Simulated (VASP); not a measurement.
These are PBE GGA with D3 dispersion (Becke-Johnson damping), VASP's PBE PAW potentials (set 64) (plane waves; VASP) values and carry that method's errors.

The input files of a VASP run:

POSCAR:
```
Pt3Ti
1
    3.9023655657     0.0000000000    -0.0000000000
   -0.0000000000     3.9023655657     0.0000000000
   -0.0000000000     0.0000000000     3.9023655657
Ti Pt
1 3
Direct
  0.0000000000   0.0000000000   0.0000000000
  0.0000000000   0.5000000000   0.5000000000
  0.5000000000   0.0000000000   0.5000000000
  0.5000000000   0.5000000000   0.0000000000
```

### KPOINTS
```
Regular mesh
0
G
  7 7 7
0 0 0
```

INCAR:
```
! general
SYSTEM  = Pt3Ti
PREC    = Accurate
ENCUT   = 520
LREAL   = .False.   ! projection in real space or not
LASPH   = .True.

! electronic loop
EDIFF   = 1E-6
NELM    = 100   ! most electronic steps
ALGO    = Normal
LMAXMIX = 6

! smearing
ISMEAR  = 1   ! Methfessel-Paxton
SIGMA   = 0.1   ! width (eV)

! functional
GGA     = PE
IVDW    = 12   ! D3, Becke-Johnson

! ions
IBRION  = 2   ! conjugate gradients
NSW     = 60   ! most ionic steps
ISIF    = 3   ! ions, shape and volume
EDIFFG  = -0.02   ! ionic stop

! output
LWAVE   = .False.
LCHARG  = .False.
```

POTCAR, in this order: Ti_sv Pt (PBE.64 set). Program: vasp_std.

The run wrote:

**OSZICAR**
```
       N       E                     dE             d eps       ncg     rms          rms(c)
DAV:   1     0.386971955846E+03    0.38697E+03   -0.21474E+04  1000   0.181E+03
DAV:   2     0.798402636319E+00   -0.38617E+03   -0.37895E+03  1077   0.458E+02
DAV:   3    -0.316995798429E+02   -0.32498E+02   -0.31668E+02  1544   0.110E+02
DAV:   4    -0.325545808634E+02   -0.85500E+00   -0.85219E+00  1175   0.191E+01
DAV:   5    -0.325818007505E+02   -0.27220E-01   -0.27163E-01  1481   0.336E+00    0.225E+01
DAV:   6    -0.308069249022E+02    0.17749E+01   -0.21152E+01  1419   0.330E+01    0.140E+01
DAV:   7    -0.303961731794E+02    0.41075E+00   -0.28252E+01  1425   0.327E+01    0.105E+01
DAV:   8    -0.296345878717E+02    0.76159E+00   -0.16709E+00  1415   0.102E+01    0.460E+00
DAV:   9    -0.295501260276E+02    0.84462E-01   -0.19742E+00  1467   0.771E+00    0.235E+00
DAV:  10    -0.294925245098E+02    0.57602E-01   -0.35990E-01  1423   0.411E+00    0.313E-01
DAV:  11    -0.294953301700E+02   -0.28057E-02   -0.76501E-03  1352   0.672E-01    0.540E-01
DAV:  12    -0.294929330852E+02    0.23971E-02   -0.14542E-02  1457   0.724E-01    0.102E-01
DAV:  13    -0.294929186439E+02    0.14441E-04   -0.20753E-04  1101   0.108E-01    0.590E-02
DAV:  14    -0.294929229018E+02   -0.42579E-05   -0.35988E-05  1363   0.465E-02    0.556E-02
DAV:  15    -0.294929006243E+02    0.22277E-04   -0.96104E-05  1490   0.640E-02    0.756E-03
DAV:  16    -0.294929008717E+02   -0.24733E-06   -0.21836E-06   874   0.100E-02
   1 F= -.32557915E+02 E0= -.32557632E+02  d E =-.325579E+02
```

**OUTCAR**
```
------------------------ aborting loop because EDIFF is reached ----------------------------------------
 Edisp (eV)   -3.06501
  FORCE on cell =-STRESS in cart. coord.  units (eV):
  Direction    XX          YY          ZZ          XY          YZ          ZX
  --------------------------------------------------------------------------------------
  Total      -0.01541    -0.01541    -0.01541     0.00000    -0.00000     0.00000
  in kB      -0.41553    -0.41553    -0.41553     0.00000    -0.00000     0.00000
  external pressure =       -0.42 kB  Pullay stress =        0.00 kB
  volume of cell :       59.43
      direct lattice vectors                 reciprocal lattice vectors
     3.902365566  0.000000000  0.000000000     0.256254824  0.000000000  0.000000000
     0.000000000  3.902365566  0.000000000     0.000000000  0.256254824  0.000000000
     0.000000000  0.000000000  3.902365566     0.000000000  0.000000000  0.256254824
 POSITION                                       TOTAL-FORCE (eV/Angst)
 -----------------------------------------------------------------------------------
      0.00000      0.00000      0.00000         0.000000      0.000000      0.000000
      0.00000      1.95118      1.95118         0.000000      0.000000      0.000000
      1.95118      0.00000      1.95118         0.000000      0.000000      0.000000
      1.95118      1.95118      0.00000         0.000000      0.000000      0.000000
 -----------------------------------------------------------------------------------
    total drift:                                0.000000      0.000000     -0.000000
  FREE ENERGIE OF THE ION-ELECTRON SYSTEM (eV)
  ---------------------------------------------------
  free  energy   TOTEN  =       -32.5579149508 eV

  energy  without entropy=      -32.5570668156  energy(sigma->0) =      -32.55763224

 reached required accuracy - stopping structural energy minimisation
```
(Selected blocks of OUTCAR.)

The compound is Pt3Ti in the L1_2 structure. It was relaxed first. The start is the result of an earlier pass.
